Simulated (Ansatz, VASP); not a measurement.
**Bi2Se3 (Paraguanajuatite): VASP beside Ansatz**

Wanted: the spread between two codes on one cell, functional and k mesh.

Calculated with Ansatz 0.2.0; plane waves, with VASP 6.6.1 beside it; single point at PBE.

### Step 1. Set-up

Symmetry: R-3m, No. 166, trigonal system. The conventional cell has a = 4.143 Å, b = 4.143 Å, c = 28.636 Å, α = 90.00°, β = 90.00°, γ = 120.00°. Nearest to Bi lie 6 Se at 2.85 to 3.07 Å. Nearest to Se lie 3 Bi at 2.85 Å. Nearest to Se lie 6 Bi at 3.07 Å. Farther neighbours and most contacts between anions are not listed.

As a file:

```xyz
5
Lattice="2.0715 1.1960 9.5453 -2.0715 1.1960 9.5453 0.0000 -2.3920 9.5453" Properties=species:S:1:pos:R:3 pbc="T T T"
Bi    0.0000    0.0000   17.1587
Bi    0.0000    0.0000   11.4773
Se    0.0000    0.0000   22.5738
Se    0.0000    0.0000    6.0622
Se    0.0000    0.0000    0.0000
```

### Step 2. VASP: single point, PBE

A single point gives forces, pressure and levels at one fixed geometry, so differences don't come from the geometry; what else differs is listed under the comparison.

Lines of VASP's logs that name or quote its potential files are left out, and so is its time.

INCAR

```
SYSTEM = Bi2Se3
PREC = Accurate
ENCUT = 400
EDIFF = 1E-07
NELM = 100
ISMEAR = 0
SIGMA = 0.05
LREAL = .FALSE.
ALGO = Normal
GGA = PE
NBANDS = 30
LORBIT = 11
LWAVE = .FALSE.
LCHARG = .FALSE.
KPAR = 4
```

POSCAR

```
Bi2Se3
1.0
    2.0715000000      1.1959810826      9.5453333333
   -2.0715000000      1.1959810826      9.5453333333
    0.0000000000     -2.3919621653      9.5453333333
Bi Se
2 3
Direct
    0.5992000000      0.5992000000      0.5992000000
    0.4008000000      0.4008000000      0.4008000000
    0.7883000000      0.7883000000      0.7883000000
    0.2117000000      0.2117000000      0.2117000000
    0.0000000000      0.0000000000      0.0000000000
```

KPOINTS

```
Automatic mesh
0
Gamma
6 6 6
0 0 0
```

Potentials, in the order of the species: Bi_d and Se (PBE family, release 64).

On the command line:

```sh
$ mpirun -np 4 vasp_std
```

Numbers of over 12 decimals in the logs are rounded to 6 here.

Output:

```text
[banner, memory and clock lines left out]
running    4 mpi-ranks, on    1 nodes
 distrk:  each k-point on    1 cores,    4 groups
 distr:  one band on    1 cores,    1 groups

 POSCAR found type information on POSCAR BiSe
 POSCAR found :  2 types and       5 ions
 LDA part: xc-table for (Slater+PW92), standard interpolation
 POSCAR, INCAR and KPOINTS ok, starting setup
 FFT: planning ... GRIDC
 FFT: planning ... GRID_SOFT
 FFT: planning ... GRID
 WAVECAR not read
 entering main loop
       N       E                     dE             d eps       ncg     rms          rms(c)
DAV:   1     0.426740339568E+03    0.42674E+03   -0.20114E+04  1920   0.138E+03
DAV:   2     0.277397374107E+02   -0.39900E+03   -0.38541E+03  2064   0.382E+02
DAV:   3    -0.190616453447E+02   -0.46801E+02   -0.44987E+02  2524   0.145E+02
DAV:   4    -0.208802134042E+02   -0.18186E+01   -0.18057E+01  2258   0.305E+01
DAV:   5    -0.209436787345E+02   -0.63465E-01   -0.63429E-01  2598   0.555E+00    0.521E+00
DAV:   6    -0.201399676558E+02    0.80371E+00   -0.13106E+00  2490   0.783E+00    0.327E+00
DAV:   7    -0.201452866242E+02   -0.53190E-02   -0.37453E-01  2178   0.267E+00    0.169E+00
DAV:   8    -0.201528776168E+02   -0.75910E-02   -0.50159E-02  2324   0.123E+00    0.566E-01
DAV:   9    -0.201534652631E+02   -0.58765E-03   -0.24567E-03  2532   0.493E-01    0.129E-01
DAV:  10    -0.201536503299E+02   -0.18507E-03   -0.13516E-03  2172   0.192E-01    0.542E-02
DAV:  11    -0.201537240891E+02   -0.73759E-04   -0.19515E-04  2312   0.902E-02    0.302E-02
DAV:  12    -0.201537520244E+02   -0.27935E-04   -0.49713E-05  2110   0.359E-02    0.749E-03
DAV:  13    -0.201537536629E+02   -0.16385E-05   -0.45858E-06  2510   0.184E-02    0.385E-03
DAV:  14    -0.201537537187E+02   -0.55785E-07   -0.10174E-06  1844   0.632E-03    0.128E-03
DAV:  15    -0.201537537411E+02   -0.22374E-07   -0.60934E-08  1212   0.196E-03
   1 F= -.20153754E+02 E0= -.20153753E+02  d E =-.227081E-05
```

OUTCAR, selected parts (step 2):

```text
ion  position               nearest neighbor table
   1  0.599  0.599  0.599-   4 2.85   4 2.85   4 2.85   5 3.07   5 3.07   5 3.07
   2  0.401  0.401  0.401-   3 2.85   3 2.85   3 2.85   5 3.07   5 3.07   5 3.07
   3  0.788  0.788  0.788-   2 2.85   2 2.85   2 2.85
   4  0.212  0.212  0.212-   1 2.85   1 2.85   1 2.85
   5  0.000  0.000  0.000-   1 3.07   1 3.07   2 3.07   2 3.07   1 3.07   2 3.07

  LATTYP: Found a trigonal (rhomboedric) cell.
 ALAT       =     9.8404710987
 COS(alpha) =     0.9113725833

 Subroutine GETGRP returns: Found 12 space group operations
 (whereof 12 operations were pure point group operations)

The static configuration has the point symmetry D_3d.

 Found     32 irreducible k-points:

   k-points           NKPTS =     32   k-points in BZ     NKDIM =     32   number of bands    NBANDS=     30

   dimension x,y,z NGX =    64 NGY =   64 NGZ =   64
   dimension x,y,z NGXF=   128 NGYF=  128 NGZF=  128

   ENCUT  =  400.0 eV  29.40 Ry    5.42 a.u.  16.05 16.05 16.05*2*pi/ulx,y,z

   NELECT =      48.0000    total number of electrons

 k-points in reciprocal lattice and weights: Automatic mesh
   0.00000000  0.00000000  0.00000000       0.005
   0.16666667  0.00000000 -0.00000000       0.028
   0.33333333 -0.00000000 -0.00000000       0.028
   0.50000000  0.00000000 -0.00000000       0.014
   0.16666667  0.16666667 -0.00000000       0.028
   0.33333333  0.16666667 -0.00000000       0.056
   0.50000000  0.16666667 -0.00000000       0.056
  -0.33333333  0.16666667  0.00000000       0.056
  -0.16666667  0.16666667  0.00000000       0.028
[...]
-0.33333333  0.50000000  0.33333333       0.028
   0.50000000  0.50000000  0.50000000       0.005

 average (electrostatic) potential at core
       1-106.3262       2-106.3262       3 -53.1584       4 -53.1584       5 -53.0026

 E-fermi :   5.0753

 k-point     1 :       0.0000    0.0000    0.0000
  band No.  band energies     occupation
    ...
     20       3.0961      2.00000
     21       3.0961      2.00000
     22       3.7552      2.00000
     23       3.7552      2.00000
     24       4.9664      1.99793
     25       5.1843      0.00207
     26       6.3626      0.00000
     27       6.3626      0.00000
     28       7.0925      0.00000
     29       7.6846      0.00000
    ...

 k-point     2 :       0.1667    0.0000   -0.0000
  band No.  band energies     occupation
    ...
     20       3.0076      2.00000
     21       3.6561      2.00000
     22       3.6681      2.00000
     23       3.8821      2.00000
     24       4.2888      2.00000
     25       6.3181      0.00000
     26       6.7406      0.00000
     27       7.0443      0.00000
     28       7.1666      0.00000
     29       7.7266      0.00000
    ...

 k-point     3 :       0.3333   -0.0000   -0.0000
  band No.  band energies     occupation
    ...
     20       2.2479      2.00000
     21       2.5618      2.00000
     22       3.5052      2.00000
     23       3.7358      2.00000
     24       4.4027      2.00000
     25       5.9931      0.00000
     26       7.0423      0.00000
     27       7.3183      0.00000
     28       8.0104      0.00000
     29       8.6546      0.00000
    ...

  Total        2.2083467      2.2083467      2.2489530      0.0000000     -0.0000000      0.0000000
  in kB       24.9359682     24.9359682     25.3944820      0.0000000     -0.0000000      0.0000000
  external PRESSURE =      25.0888061 kB  Pullay stress =       0.0000000 kB

  energy-cutoff  :      400.00
  volume of cell :      141.89
      direct lattice vectors                 reciprocal lattice vectors
     2.071500000  1.195981083  9.545333333     0.241370987  0.139355604  0.034921078
    -2.071500000  1.195981083  9.545333333    -0.241370987  0.139355604  0.034921078
     0.000000000 -2.391962165  9.545333333     0.000000000 -0.278711209  0.034921078

 POSITION                                       TOTAL-FORCE (eV/Angst)
 -----------------------------------------------------------------------------------
      0.00000     -0.00000     17.15869         0.000000     -0.000000      0.191725
      0.00000     -0.00000     11.47731         0.000000      0.000000     -0.191725
      0.00000     -0.00000     22.57376         0.000000     -0.000000      0.188726
      0.00000     -0.00000      6.06224         0.000000      0.000000     -0.188726
      0.00000      0.00000      0.00000         0.000000      0.000000     -0.000000
 -----------------------------------------------------------------------------------
    total drift:                               -0.000000     -0.000000      0.000000

  FREE ENERGIE OF THE ION-ELECTRON SYSTEM (eV)
  ---------------------------------------------------
  free  energy   TOTEN  =       -20.1537537411 eV

  energy  without entropy=      -20.1537514703  energy(sigma->0) =      -20.15375261

 total charge
# of ion       s       p       d       tot
------------------------------------------
    1        1.621   1.064   9.962  12.647
    2        1.621   1.064   9.962  12.647
    3        1.491   2.270   0.023   3.784
    4        1.491   2.270   0.023   3.784
    5        1.472   2.325   0.021   3.818
--------------------------------------------------
tot          7.695   8.994  19.991  36.680

[... 3 further parts left out ...]
```

The run ends at a pressure of 2.51 GPa, with forces up to 0.19 eV/Å.

### Step 3. Ansatz: single point, PBE

Ansatz runs on its default PAW (the set named soft_2) files.

The same cell, functional, mesh and smearing now go to Ansatz, which takes its cutoff from its data sets.

input.yaml

```yaml
crystal:
  lattice:
    - [2.0715, 1.1959810826, 9.5453333333]
    - [-2.0715, 1.1959810826, 9.5453333333]
    - [0.0, -2.3919621653, 9.5453333333]
  atoms:
    - { symbol: Bi, position: [0.5992, 0.5992, 0.5992] }
    - { symbol: Bi, position: [0.4008, 0.4008, 0.4008] }
    - { symbol: Se, position: [0.7883, 0.7883, 0.7883] }
    - { symbol: Se, position: [0.2117, 0.2117, 0.2117] }
    - { symbol: Se, position: [0.0, 0.0, 0.0] }
hamiltonian:
  xc: pbe
  pseudopotentials: { kind: paw }
kpoints:
  mp_grid: { grid: [6, 6, 6] }
scf:
  occupations: { method: gaussian, width: 0.05 }
  n_extra_bands: 5
output:
  forces: true
  stress: true
  eigenvalues: true
```

On the command line:

```sh
$ ansatz run input.yaml --threads 2 --pin off --max-ram 4608MiB --backend cpu --events-out ev --progress --plain --runs-dir out
```

Output:

```text
basis.fft_grid_basis auto: the FFT boxes are laid along the combinations [[1, 0, -1], [0, 1, -1], [0, 0, 1]] of the cell's own vectors, 4.143, 4.143 and 9.840 Å long. The dense box has 30×30×72 points. Along the cell's own vectors, as sized, it would have 72×72×72, 5.76 times as many. Of the 12 symmetry operations that the crystal satisfies within crystal.symmetry.tolerance (time reversal apart; of a slab, those that [...]
scf.n_extra_bands = 5 over 39 filled bands (N_el = 78.0): the run solves 44 bands
Engine: ansatz 0.2.0, aarch64-unknown-linux-gnu
Pseudopotentials: kind: paw
Pseudopotential: Bi, paw, valence charge 15, recommended cutoff 420 eV (normal), Bi.paw.azcp
Pseudopotential: Se, paw, valence charge 16, recommended cutoff 420 eV (normal), Se.paw.azcp
Functional definition: PBE
  parameter kappa = 0.804
  parameter beta = 0.066725
  exchange = pbe_x(kappa = kappa, mu = beta*pi^2/3)
  correlation = pbe_c(beta = beta)
Crystal: 5 atoms, lattice volume = 141.890 Å³
Basis set: ecut = 420 eV, 2743 PW (Γ), FFT grids on a1−a3, a2−a3, a3, exchange–correlation on 60×60×144 points (8 copies of the dense FFT grid, shifted against one another)
Bands: 44, of which v1, the nominal top of the filled ones, is band 39 counted from 1 (38 counted from 0)
Symmetry: 12 space group operations
Space group: R-3m (ITA 166), of the structure as read, at distance tolerance 5.2e-5 Å
k-points: 32 of 216
Non-local potential: Bi, projectors of the file, l = 0: 2, l = 1: 2, l = 2: 2, l = 3: 2
Non-local potential: Se, projectors of the file, l = 0: 2, l = 1: 2, l = 2: 3, l = 3: 1
PAW form: soft (Blöchl's): semilocal exchange-correlation on the pseudo side does not see the compensation charge
PAW one-centre angular grid: Bi, 590 points (default); XC on 64 Gauss nodes
PAW one-centre angular grid: Se, 590 points (default); XC on 64 Gauss nodes
Initial density: superposition of atomic densities (neutral atoms: chi_scale 0, normalization atom), corrected by the library's trained network
Initial wavefunctions: pseudopotential atomic-orbital guess
Functional: x = pbe(κ = 0.804, μ = 0.219515), c = pbe(β = 0.066725)
SCF iter   1: F=—  HF=-41202.216346 eV  |F-HF|=—  |Δ(HF+E_count)|=         —  Δρ=1.31e-3  dr2=4.30e-3  ethr=1.77e-3  ⟨swp⟩=6.9  Hψ=5211  notcnv=0
preconditioner: auto → Resta (q_TF=auto, 2.469 Å⁻¹)  ε∞=4.9  [insulator: Δε(μ)=0.207 eV  Ē_g=8.394 eV  σ=0.050 eV  W_gap=1.00  n_scr=36 (ndim 8)  ℏωp=16.5 eV  f_vac=0.033  D(μ)=0.00/eV (n_scr^D=0)  ε∞_Penn≈4.9]
SCF iter   2: F=—  HF=-41202.214426 eV  |F-HF|=—  |Δ(HF+E_count)|=   1.92e-3  Δρ=6.47e-4  dr2=5.86e-4  ethr=5.51e-6  ⟨swp⟩=2.5  Hψ=3014  notcnv=0
SCF iter   3: F=—  HF=-41202.214559 eV  |F-HF|=—  |Δ(HF+E_count)|=   1.32e-4  Δρ=3.21e-4  dr2=1.50e-4  ethr=7.51e-7  ⟨swp⟩=2.3  Hψ=1934  notcnv=0
SCF iter   4: F=—  HF=-41202.214664 eV  |F-HF|=—  |Δ(HF+E_count)|=   1.05e-4  Δρ=9.39e-5  dr2=2.14e-5  ethr=1.92e-7  ⟨swp⟩=2.0  Hψ=2265  notcnv=0
SCF iter   5: F=—  HF=-41202.214668 eV  |F-HF|=—  |Δ(HF+E_count)|=   4.60e-6  Δρ=3.87e-5  dr2=2.96e-6  ethr=2.75e-8  ⟨swp⟩=2.0  Hψ=2519  notcnv=0
SCF iter   6: F=—  HF=-41202.214671 eV  |F-HF|=—  |Δ(HF+E_count)|=   2.75e-6  Δρ=1.30e-5  dr2=4.20e-7  ethr=3.80e-9  ⟨swp⟩=2.0  Hψ=2626  notcnv=0
SCF iter   7: F=-41202.214671 eV  HF=-41202.214671 eV  |F-HF|=1.78e-8  |Δ(HF+E_count)|=   3.22e-7  Δρ=5.42e-6  dr2=4.80e-8  ethr=1.28e-10  ⟨swp⟩=9.0  Hψ=6431  notcnv=0
SCF 1 converged in 7 iterations: F = -41202.214671 eV  dr2 = 4.80e-8
  greatest PAW one-centre occupation: 1.000 electrons in one spin orbital (limit 2), on the Se atom at site 3 (counted from 0), in its partial waves of l = 2
SCF converged after 7 iterations
Free energy (F): -41202.214671 eV
Harris-Foulkes:  -41202.214671 eV  (|F-HF|=1.78e-8)
Internal energy: -41202.214669 eV  (E = F + TS)
E sigma→0 (E₀):  -41202.214670 eV
Entropy (-TS):   -0.000002 eV (-0.000 meV/atom)
Fermi energy:    9.187562 eV
--- Per-component energies (eV) ---
  E_band       = -1339.062201
  E_kinetic    = 957.906306
  E_local      = -10358.454389  (includes V_loc(G=0)·N_el)
  E_nonlocal   = -663.307044
  E_hartree    = 4612.156145
  E_xc         = -617.050340
  E_vxc        = -584.942523  (∫ρ·V_xc dr)
  E_paw        = -27059.086123  (= ΣΔE_a)
  E_vpaw       = 85.420685  (= ΣTr[D̂ρ^β])
  E_aug_tail   = -0.002644  (compensation charges beyond the density's cutoff)
  E_ewald      = -8074.376580
  E_smearing   = -0.000002  (= −TS)
  E_closure    = 0.000000  (closes the sum)
  Σ components = -41202.214671   (vs F -41202.214671, Δ=0.00e0)
--- Forces (eV/Å), atoms counted from 1 ---
  atom   1  Bi     0.00000000    -0.00000000     0.18111566
  atom   2  Bi     0.00000000     0.00000000    -0.18111566
  atom   3  Se     0.00000000    -0.00000000     0.17574977
  atom   4  Se     0.00000000     0.00000000    -0.17574977
  atom   5  Se    -0.00000000     0.00000000     0.00000000
  max |Σ_I F_I| component: 5.55e-17 eV/Å
--- Stress (GPa, compression-positive) ---
        2.508713       0.000000       0.000000
        0.000000       2.508713      -0.000000
        0.000000      -0.000000       2.557115
  P = ⅓ Tr σ = 2.5248 GPa (25.248 kbar)
--- Band table (eV; the first three rows and the last of 32) ---
  k-point 0: bands = [... 35 lower, 7.2058, 7.8639, 7.8639, 9.0773, 9.2978, 10.4746, 10.4746, 11.2059, ... 1 higher]
  k-point 1: bands = [... 35 lower, 7.7644, 7.7820, 7.9868, 8.3989, 10.4344, 10.8545, 11.1553, 11.2793, ... 1 higher]
  k-point 2: bands = [... 35 lower, 6.6721, 7.6133, 7.8444, 8.5138, 10.1080, 11.1525, 11.4323, 12.1230, ... 1 higher]
  k-point 31: bands = [... 35 lower, 7.5400, 7.6952, 7.6952, 8.6247, 9.7108, 10.7820, 10.7820, 11.1386, ... 1 higher]
```

Elapsed: 10 s, on 2 threads of Arm Neoverse N1, shared host; peak memory 0.47 GiB.

Reading the cycles: dr2 is the Hartree energy of the density residual (eV), the measure of convergence; HF is the Harris–Foulkes estimate of the energy, which meets the free energy F at convergence.

The run ends at a pressure of 2.52 GPa, with forces up to 0.18 eV/Å.

### Step 4. Comparison

Known differences besides the potentials themselves: the data sets hold 78 valence electrons in Ansatz (default PAW (the set named soft_2) files) and 48 in VASP; the cutoff is 420 eV in Ansatz and 400 eV in VASP; VASP leaves aspherical gradient terms in its spheres out (LASPH is not set), Ansatz keeps them. Total energies have different zeros and are not compared.

Both answers:

| quantity | Ansatz | VASP | difference |
| --- | --- | --- | --- |
| pressure (GPa) | 2.52 | 2.51 | +0.02 |
| gap on the k mesh (eV) | 0.220 | 0.218 | +0.003 |

Forces (eV/Å; atoms numbered as in POSCAR):

| atom | Ansatz x, y, z | VASP x, y, z |
| --- | --- | --- |
| Bi1 | 0.000, 0.000, 0.181 | 0.000, 0.000, 0.192 |
| Bi2 | 0.000, 0.000, -0.181 | 0.000, 0.000, -0.192 |
| Se3 | 0.000, 0.000, 0.176 | 0.000, 0.000, 0.189 |
| Se4 | 0.000, 0.000, -0.176 | 0.000, 0.000, -0.189 |
| Se5 | 0.000, 0.000, 0.000 | 0.000, 0.000, 0.000 |

The forces differ by 6.1 meV/Å r.m.s., which is 6.2 % of the r.m.s. force of 0.10 eV/Å (both taken over all components). A gap on the mesh is an upper bound, since the band edges may lie between its points; neither run holds spin-orbit coupling, which can move the band edges of a compound of Bi. Ansatz's pressure holds a Pulay correction of 0.02 GPa; VASP's holds none.

### Step 5. Results

```yaml
r_m_s_force_difference_single_point_pbe: 6.1 meV/Å
```

**Reading.** The r.m.s. force difference is 6.1 meV/Å (single point, PBE), within the 12 meV/Å picked in this series as the mark of a large difference. Such differences can come from data sets, numerical settings and the points named under the comparisons, not from the functional's error against experiment.

[Lines on the potential files, build, host, timing and source positions are cut from VASP's logs without a mark.]

[Logs are printed without paths, hosts, clocks, repeated set-up lines and the standing remarks that a program may print on its own settings, such as how far it seeks lower states.]

[Hosts, paths, dates, database ids (printed as entryN), source tags and the programs' standing remarks are cut or masked in the printed files.]
